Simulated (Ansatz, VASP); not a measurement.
One calculation of KLiCl2, two programs

The input POSCAR:

```
KLiCl2
1.0
    1.8952211132      1.0942064199      6.4968415912
   -1.8952211132      1.0942064199      6.4968415912
    0.0000000000     -2.1884128398      6.4968415912
Li K Cl
1 1 2
Direct
    1.0000000000      0.0000000000      0.0000000000
    0.5000000000      0.5000000000      0.5000000000
    0.2665501950      0.2665501950      0.2665501950
    0.7334498050      0.7334498050      0.7334498050
```

Contents of INCAR.step1:

```
PREC     = Accurate       # precision mode
ENCUT    = 520            # plane-wave cutoff, eV
ISMEAR   = 0              # smearing method
SIGMA    = 0.01           # smearing width, eV
LREAL    = F              # projectors in reciprocal space
LASPH    = T              # aspherical terms in the spheres
NELM     = 100            # most SCF steps
NBANDS   = 21             # bands
GGA      = PE             # functional
ALGO     = Normal         # electronic algorithm
EDIFF    = 1E-4           # SCF threshold, eV
LWAVE    = T              # write WAVECAR
LCHARG   = F              # write CHGCAR
```

INCAR.step2

```
PREC     = Accurate       # precision mode
ENCUT    = 520            # plane-wave cutoff, eV
EDIFF    = 1E-7           # SCF threshold, eV
ISMEAR   = 0              # smearing method
SIGMA    = 0.01           # smearing width, eV
LREAL    = F              # projectors in reciprocal space
LASPH    = T              # aspherical terms in the spheres
NELM     = 100            # most SCF steps
ALGO     = Normal         # electronic algorithm
ISIF     = 2              # what is computed and relaxed
LWAVE    = F              # write WAVECAR
LCHARG   = F              # write CHGCAR
METAGGA  = R2SCAN         # meta-GGA
LMIXTAU  = T            
NBANDS   = 21             # bands
ISTART   = 1
```

Contents of KPOINTS:

```
Automatic mesh
0
Gamma
  8 8 8
```

Input for Ansatz:

```yaml
crystal:
  lattice:
    - [1.8952211132, 1.0942064199, 6.4968415912]
    - [-1.8952211132, 1.0942064199, 6.4968415912]
    - [0.0, -2.1884128398, 6.4968415912]
  atoms:
    - { symbol: Li, position: [1.0, 0.0, 0.0] }
    - { symbol: K, position: [0.5, 0.5, 0.5] }
    - { symbol: Cl, position: [0.266550195, 0.266550195, 0.266550195] }
    - { symbol: Cl, position: [0.733449805, 0.733449805, 0.733449805] }
kpoints:
  mp_grid: { grid: [8, 8, 8] }
  band_path:
    path:
      - [0.0, 0.0, 0.0]
      - [0.5, 0.5, 0.5]
      - [0.8144228468, 0.1855771532, 0.5]
      - [0.5, -0.1855771532, 0.1855771532]
      - [0.5, 0.0, 0.0]
      - [0.3427885766, -0.3427885766, 0.0]
      - [0.6572114234, 0.0, 0.3427885766]
      - [0.5, 0.0, 0.5]
    npoints: 1
hamiltonian:
  xc: r2scan
scf:
  occupations: { method: fixed }
  n_extra_bands: 5
output:
  forces: true
  stress: true
  eigenvalues: true
```

Change from the starting cell: hydrostatic strain -4.7%.

Alike in both runs: task single point; functional r2SCAN; k mesh 8 × 8 × 8; no spin polarisation.

```csv
,VASP,Ansatz
version,VASP 6.6.1,Ansatz 0.2.0
potentials or method,"VASP PAW PBE potentials, release 64 (Li_sv, K_sv, Cl)","plane waves, PAW"
plane-wave cutoff (eV),520,500
occupations,"gaussian, width 0.01 eV",fixed
valence electrons in the cell,26,26
```

|  | VASP | Ansatz | Ansatz less VASP |
| --- | --- | --- | --- |
| gap on the k mesh at the Fermi level (eV) | 6.51 | 6.49 | -0.025 |
| rms of the force components (eV/Å) | 0.013 | 0.001 | -0.0126 |

Atom by atom the forces differ by 0.014 eV/Å (rms over components).

Caveats: the PAW data sets were made with another functional, which shifts forces and pressure a little (VASP). A k mesh can miss the band edges.
